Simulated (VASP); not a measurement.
Given:

```
CELL_PARAMETERS angstrom
      0.00000     2.40303     2.40303
      2.40303     0.00000     2.40303
      2.40303     2.40303     0.00000
ATOMIC_POSITIONS crystal
  Na 0.00000 0.00000 0.00000
  H  0.50000 0.50000 0.50000
```

All values below come from TPSS meta-GGA, VASP's PBE PAW potentials (set 64) (plane waves; VASP). Numerical set-up: 520 eV cut-off, 9×9×9 Γ-centred mesh, Gaussian smearing of 0.050 eV, potentials Na_pv H.

**Question.** Estimate the energy per atom (σ→0).

**Answer.** 
```yaml
energy per atom (σ→0): -424.5 kJ/mol of atoms
```

The compound is NaH in the rock salt structure. It was relaxed first. The start is the result of an earlier pass.
